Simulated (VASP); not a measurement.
```json
{"subject": "Ca(100) in VASP", "lattice_ang": [[3.9457, 0.0, 0.0], [0.0, 3.9457, 0.0], [0.0, 0.0, 34.74]], "atoms": [["Ca", 0.0, 0.0, 0.2591], ["Ca", 0.5, 0.5, 0.3394], ["Ca", 0.0, 0.0, 0.4197], ["Ca", 0.5, 0.5, 0.5], ["Ca", 0.0, 0.0, 0.5803], ["Ca", 0.5, 0.5, 0.6606], ["Ca", 0.0, 0.0, 0.7409]], "method": "LDA; plane waves and PAW (Ca_pv) (and 1 further level or step)", "program": "VASP 6.6.1", "settings_of_one_run": "field 0.05, PAW datasets (Ca_pv), PAW release LDA 64, 14×14×1 k-mesh, ENCUT 300 eV, ISMEAR -1, SIGMA 0.1 eV", "notes": "The cell in the plane was kept as given and was not relaxed here.", "results": {"work_function_of_the_slab": "2.91 eV", "polarisability_per_area_of_the_slab_or_monolayer": "1.73 Å"}}
```

[Lines on the potential files, build, host, timing and source positions are cut from VASP's logs without a mark.]

[Logs are printed without paths, hosts, clocks, repeated set-up lines and the standing remarks that a program may print on its own settings, such as how far it seeks lower states.]

[Hosts, paths, dates, database ids (printed as entryN), source tags and the programs' standing remarks are cut or masked in the printed files.]

[In band tables of VASP the shares of atoms and orbitals are scaled to a sum of 1 inside the atoms' spheres.]

[Runs that stopped without an error message from VASP are left out.]
